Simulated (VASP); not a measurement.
Output of a VASP run:

### OUTCAR
```
 ion  position               nearest neighbor table
   1  0.000  0.000  0.000-   2 2.48   3 2.48   2 2.48   3 2.48   3 2.48   3 2.48   2 2.48   2 2.48
                             3 2.48   3 2.48   2 2.48   2 2.48
   2  0.333  0.667  0.500-   3 1.77   3 1.77   3 1.77   1 2.48   1 2.48   1 2.48   1 2.48   1 2.48
                             1 2.48
   3  0.667  0.333  0.500-   2 1.77   2 1.77   2 1.77   1 2.48   1 2.48   1 2.48   1 2.48   1 2.48
                             1 2.48
  LATTYP: Found a hexagonal cell.
 ALAT       =     3.0678268233
 C/A-ratio  =     1.1337604318
 Subroutine PRICEL returns:
 Original cell was already a primitive cell.
 Subroutine GETGRP returns: Found 24 space group operations
The static configuration has the point symmetry D_6h.
The dynamic configuration has the point symmetry D_6h.
 Subroutine INISYM returns: Found 24 space group operations
 Subroutine IBZKPT returns following result:
 Found    126 irreducible k-points:

 Following reciprocal coordinates:
            Coordinates               Weight
  0.000000  0.000000  0.000000      1.000000
  0.076923  0.000000  0.000000      6.000000
  0.153846  0.000000  0.000000      6.000000
  0.230769  0.000000  0.000000      6.000000
  0.307692  0.000000  0.000000      6.000000
  0.384615  0.000000  0.000000      6.000000
  0.461538 -0.000000  0.000000      6.000000
  0.076923  0.076923  0.000000      6.000000
  0.153846  0.076923  0.000000     12.000000
  0.230769  0.076923  0.000000     12.000000
  0.307692  0.076923  0.000000     12.000000
  0.384615  0.076923  0.000000     12.000000
  0.461538  0.076923  0.000000      6.000000
  0.153846  0.153846  0.000000      6.000000
  0.230769  0.153846  0.000000     12.000000
  0.307692  0.153846  0.000000     12.000000
  0.384615  0.153846  0.000000     12.000000
  0.230769  0.230769  0.000000      6.000000
  0.307692  0.230769  0.000000     12.000000
  0.384615  0.230769  0.000000      6.000000
  0.307692  0.307692  0.000000      6.000000
  0.000000  0.000000  0.100000      2.000000
  0.076923  0.000000  0.100000     12.000000
  0.153846  0.000000  0.100000     12.000000
  0.230769  0.000000  0.100000     12.000000
  0.307692  0.000000  0.100000     12.000000
  0.384615  0.000000  0.100000     12.000000
  0.461538 -0.000000  0.100000     12.000000
  0.076923  0.076923  0.100000     12.000000
  0.153846  0.076923  0.100000     24.000000
  0.230769  0.076923  0.100000     24.000000
  0.307692  0.076923  0.100000     24.000000
  0.384615  0.076923  0.100000     24.000000
  0.461538  0.076923  0.100000     12.000000
  0.153846  0.153846  0.100000     12.000000
  0.230769  0.153846  0.100000     24.000000
  0.307692  0.153846  0.100000     24.000000
  0.384615  0.153846  0.100000     24.000000
  0.230769  0.230769  0.100000     12.000000
  0.307692  0.230769  0.100000     24.000000
   k-points           NKPTS =    126   k-points in BZ     NKDIM =    126   number of bands    NBANDS=      8
   number of dos      NEDOS =    601   number of ions     NIONS =      3
   total plane-waves  NPLWV =  16128
   dimension x,y,z NGX =    24 NGY =   24 NGZ =   28
   dimension x,y,z NGXF=    48 NGYF=   48 NGZF=   56
   ions per type =               1   2
   PREC   = accura    normal or accurate (medium, high low for compatibility)
   ISTART =      0    job   : 0-new  1-cont  2-samecut
   ICHARG =      2    charge: 1-file 2-atom 10-const
   ISPIN  =      1    spin polarized calculation?
   LNONCOLLINEAR =      F non collinear calculations
   LSORBIT =      F    spin-orbit coupling
   INIWAV =      1    electr: 0-lowe 1-rand  2-diag
   ENCUT  =  520.0 eV  38.22 Ry    6.18 a.u.   5.70  5.70  6.47*2*pi/ulx,y,z
   NELM   =    100;   NELMIN=  2; NELMDL= -5     # of ELM steps
   EDIFF  = 0.1E-06   stopping-criterion for ELM
   LREAL  =      F    real-space projection
   NLSPLINE    = F    spline interpolate recip. space projectors
   LMAXMIX     =    2 max onsite mixed and CHGCAR
...
```

### OSZICAR
```
       N       E                     dE             d eps       ncg     rms          rms(c)
DAV:   1    -0.674721120500E+01   -0.67472E+01   -0.39481E+03  2168   0.838E+02
DAV:   2    -0.290695022097E+02   -0.22322E+02   -0.21659E+02  2832   0.116E+02
DAV:   3    -0.293785099356E+02   -0.30901E+00   -0.30978E+00  2688   0.158E+01
DAV:   4    -0.293791607250E+02   -0.65079E-03   -0.67416E-03  3032   0.618E-01
DAV:   5    -0.293791613233E+02   -0.59824E-06   -0.75849E-06  2696   0.134E-02    0.535E+00
DAV:   6    -0.220004199679E+02    0.73787E+01   -0.30240E+00  2248   0.135E+01    0.274E+00
DAV:   7    -0.217370819152E+02    0.26334E+00   -0.14112E+00  2528   0.982E+00    0.771E-01
DAV:   8    -0.220621698113E+02   -0.32509E+00   -0.24109E-01  2456   0.596E+00    0.549E-01
DAV:   9    -0.219412110500E+02    0.12096E+00   -0.21888E-01  2016   0.633E+00    0.158E-01
DAV:  10    -0.220707504029E+02   -0.12954E+00   -0.23077E-01  2032   0.637E+00    0.715E-02
DAV:  11    -0.220750965454E+02   -0.43461E-02   -0.24599E-02  2528   0.162E+00    0.997E-02
DAV:  12    -0.220751411479E+02   -0.44603E-04   -0.38387E-04  2808   0.242E-01    0.771E-02
DAV:  13    -0.220759677685E+02   -0.82662E-03   -0.20568E-03  2112   0.632E-01    0.488E-02
DAV:  14    -0.220761856412E+02   -0.21787E-03   -0.23873E-04  2808   0.197E-01    0.330E-02
DAV:  15    -0.220761754309E+02    0.10210E-04   -0.94774E-06  2480   0.412E-02    0.274E-02
DAV:  16    -0.220762322397E+02   -0.56809E-04   -0.42549E-05  2224   0.844E-02    0.853E-03
DAV:  17    -0.220762316013E+02    0.63844E-06   -0.20630E-06  3016   0.168E-02    0.613E-03
DAV:  18    -0.220762499842E+02   -0.18383E-04   -0.26289E-06  2488   0.157E-02    0.519E-04
DAV:  19    -0.220762449096E+02    0.50746E-05   -0.49040E-07  2312   0.106E-02    0.397E-04
DAV:  20    -0.220762498569E+02   -0.49473E-05   -0.29112E-08  1376   0.258E-03    0.323E-04
DAV:  21    -0.220762458613E+02    0.39956E-05   -0.87233E-09  1176   0.134E-03    0.457E-05
DAV:  22    -0.220762474626E+02   -0.16012E-05   -0.16772E-09  1120   0.627E-04    0.364E-05
DAV:  23    -0.220762468192E+02    0.64339E-06   -0.37668E-10  1056   0.314E-04    0.352E-06
DAV:  24    -0.220762469681E+02   -0.14890E-06   -0.27807E-11  1072   0.814E-05    0.258E-06
DAV:  25    -0.220762470130E+02   -0.44945E-07   -0.54180E-12  1056   0.370E-05
   1 F= -.22076247E+02 E0= -.22076247E+02  d E =0.000000E+00
       N       E                     dE             ncg
```

File OUTCAR:
```
------------------------ aborting loop because EDIFF is reached ----------------------------------------
  FORCE on cell =-STRESS in cart. coord.  units (eV):
  Direction    XX          YY          ZZ          XY          YZ          ZX
  --------------------------------------------------------------------------------------
  Total       -0.0279432     -0.0279432      0.1493968     -0.0000000      0.0000000     -0.0000000
  in kB       -1.5792165     -1.5792159      8.4432052     -0.0000000      0.0000000     -0.0000000
  external PRESSURE =       1.7615909 kB  Pullay stress =       0.0000000 kB
  volume of cell :       28.35
      direct lattice vectors                 reciprocal lattice vectors
     1.533913623 -2.656815842  0.000000000     0.325963596 -0.188195204  0.000000000
     1.533913623  2.656815842  0.000000000     0.325963596  0.188195204  0.000000000
     0.000000000  0.000000000  3.478180664     0.000000000  0.000000000  0.287506630
 POSITION                                       TOTAL-FORCE (eV/Angst)
 -----------------------------------------------------------------------------------
      0.00000      0.00000      0.00000        -0.000000      0.000000      0.000000
      1.53391      0.88561      1.73909         0.000000      0.000000      0.000000
      1.53391     -0.88561      1.73909        -0.000000     -0.000000      0.000000
 -----------------------------------------------------------------------------------
    total drift:                                0.000000     -0.000000      0.000000
  FREE ENERGIE OF THE ION-ELECTRON SYSTEM (eV)
  ---------------------------------------------------
  free  energy   TOTEN  =       -22.0762470130 eV

  energy  without entropy=      -22.0762470130  energy(sigma->0) =      -22.07624701

 total charge

# of ion       s       p       d       tot
------------------------------------------
    1        0.166   0.184   0.056   0.405
    2        0.692   1.255   0.000   1.947
    3        0.692   1.255   0.000   1.947
--------------------------------------------------
tot          1.549   2.695   0.056   4.300

 Electric field gradients after diagonalization (V/A^2)
 (convention: |V_zz| > |V_xx| > |V_yy|)
----------------------------------------------------------------------
 ion       V_xx      V_yy      V_zz     asymmetry (V_yy - V_xx)/ V_zz
----------------------------------------------------------------------
   1       0.077     0.077    -0.153       0.001
   2     -12.036   -12.036    24.072       0.000
   3     -12.036   -12.036    24.072       0.000
```
(Selected blocks of OUTCAR.)

POSCAR:
```
MgB2
1
    1.5339136225    -2.6568158416    -0.0000000000
    1.5339136225     2.6568158416     0.0000000000
   -0.0000000000    -0.0000000000     3.4781806638
Mg B
1 2
Direct
  0.0000000000   0.0000000000   1.0000000000
  0.3333330000   0.6666670000   0.5000000000
  0.6666670000   0.3333330000   0.5000000000
```

**Question.** Write an INCAR and KPOINTS that could have produced this output.

**Answer.** Several could match; the one computed here: the input of the run itself, MS2 meta-GGA, plane waves, VASP's PBE PAW potentials (set 64).

File KPOINTS:
```
Automatic mesh
0
Gamma
13 13 10
0 0 0
```

File KPOINTS_OPT:
```
k-points along high-symmetry lines
6
Line-mode
Reciprocal
  0.000000   0.000000   0.000000 ! GAMMA
  0.000000   0.500000   0.000000 ! M

  0.000000   0.500000   0.000000 ! M
 -0.333333   0.666667   0.000000 ! K

 -0.333333   0.666667   0.000000 ! K
  0.000000   0.000000   0.000000 ! GAMMA

  0.000000   0.000000   0.000000 ! GAMMA
  0.000000   0.000000   0.500000 ! A

  0.000000   0.000000   0.500000 ! A
  0.000000   0.500000   0.500000 ! L

  0.000000   0.500000   0.500000 ! L
 -0.333333   0.666667   0.500000 ! H

 -0.333333   0.666667   0.500000 ! H
  0.000000   0.000000   0.500000 ! A

  0.000000   0.500000   0.500000 ! L
  0.000000   0.500000   0.000000 ! M

 -0.333333   0.666667   0.500000 ! H
 -0.333333   0.666667   0.000000 ! K
```

**INCAR**
```
SYSTEM = MgB2
PREC = Accurate
ENCUT = 520
EDIFF = 1E-7
NELM = 100
ALGO = Normal
LREAL = .FALSE.
LASPH = .TRUE.
ISMEAR = -5
METAGGA = MS2
LMIXTAU = .TRUE.
LWAVE = .FALSE.
LCHARG = .FALSE.
LORBIT = 11
NEDOS = 601
ISIF = 2
LEFG = .TRUE.
```

POTCAR, in this order: Mg B (PBE.64 set). Program: vasp_std.

For a metal the tetrahedron method with Blöchl corrections gives inexact stress and forces.

The compound is MgB2 in the AlB2 type structure. It was relaxed first.
